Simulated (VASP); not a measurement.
An input for Quantum ESPRESSO's pw.x (written as the equivalent of a VASP run, and not itself run):

```
&CONTROL
  calculation = 'vc-relax'
  pseudo_dir = './pseudo'
  outdir = './out'
  tprnfor = .true.
  tstress = .true.
  nstep = 40
  forc_conv_thr = 0.00078
/
&SYSTEM
  ibrav = 0
  nat = 2
  ntyp = 1
  ecutwfc = 78
  occupations = 'smearing'
  smearing = 'gaussian'
  degauss = 0.003675
  input_dft = 'pbesol'
/
&ELECTRONS
  conv_thr = 7.3e-08
  electron_maxstep = 100
/
&IONS
/
&CELL
  press = 200
/
ATOMIC_SPECIES
  Ge 72.630 Ge.upf
CELL_PARAMETERS angstrom
     0.0000000    2.6656809    2.6656809
     2.6656809   -0.0000000    2.6656809
     2.6656809    2.6656809    0.0000000
ATOMIC_POSITIONS crystal
  Ge   0.0000000  0.0000000  0.0000000
  Ge   0.2500000  0.2500000  0.2500000
K_POINTS automatic
  9 9 9 0 0 0
```

### Question
Translate this input to VASP (INCAR, KPOINTS, POSCAR, choice of POTCAR).

### Answer
One answer among several that fit: 
KPOINTS:
```
kpoints
0
Gamma
9 9 9
```

**POSCAR**
```
Ge
1.0
  0.0000000000   2.6656808679   2.6656808679
  2.6656808679   0.0000000000   2.6656808679
  2.6656808679   2.6656808679   0.0000000000
Ge
2
Cartesian
  0.0000000000   0.0000000000   0.0000000000
  1.3328404339   1.3328404339   1.3328404339
```

**INCAR**
```
# general
SYSTEM  = Ge
PREC    = Accurate
ENCUT   = 500
LREAL   = .FALSE.   # projection in real space or not
LASPH   = .TRUE.

# electronic loop
EDIFF   = 1E-6   # SCF stop (eV)
NELM    = 100   # most electronic steps
ALGO    = Normal
LMAXMIX = 4

# smearing
ISMEAR  = 0   # Gaussian
SIGMA   = 0.05   # width (eV)

# functional
GGA     = PS   # PBEsol

# ions
IBRION  = 2
NSW     = 40   # most ionic steps
ISIF    = 3
EDIFFG  = -0.02   # ionic stop
PSTRESS = 200   # kbar

# output
LWAVE   = .FALSE.
LCHARG  = .FALSE.
```

POTCAR, in this order: Ge_d (PBE.64 set). Program: vasp_std.

Limits of the translation: the potentials are each code's own (VASP's PAW set, PseudoDojo norm-conserving files in pw.x), so ENCUT and ecutwfc are chosen apart and not converted; conv_thr bounds pw.x's estimated SCF error, while EDIFF bounds the energy change between steps; forc_conv_thr acts on force components and is met together with etot_conv_thr.

The compound is Ge in the diamond structure. This run relaxes it under an external pressure of 20 GPa. Symmetry was kept, so distortions that lower it aren't found.
